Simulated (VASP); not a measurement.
Consider the following.

```
Cu2SrAs2
1.0
   -2.07138     2.07138     5.38168
    2.07138    -2.07138     5.38168
    2.07138     2.07138    -5.38168
Sr Cu As
1 2 2
Cartesian
  2.07138   2.07138  -5.38168
  2.07138   0.00000   2.69084
  0.00000   2.07138   2.69084
  0.00000   0.00000   6.76518
  0.00000   0.00000   3.99818
```

These are PBEsol GGA, VASP's PBE PAW potentials (set 64) (plane waves; VASP) values and carry that method's errors. Numerical set-up: 400 eV cut-off, 12×12×12 Γ-centred mesh, tetrahedra with Blöchl corrections, potentials Sr_sv Cu As.

Problem. What does the run give for the energy per atom (σ→0), band gap (on the k-mesh) with the smallest direct gap where there is one?

Solution. 
```json
{
 "band gap (on the k-mesh)": "none (metal, semimetal or under 0.01 eV)",
 "energy per atom (σ→0)": "-4.669 eV/atom"
}
```

Total energies compare only between runs with the same potentials, cut-off and functional.

The structure comes from a computed database's Cu2SrAs2 entry (I4/mmm); how it stands against other phases isn't given here. It was relaxed first.
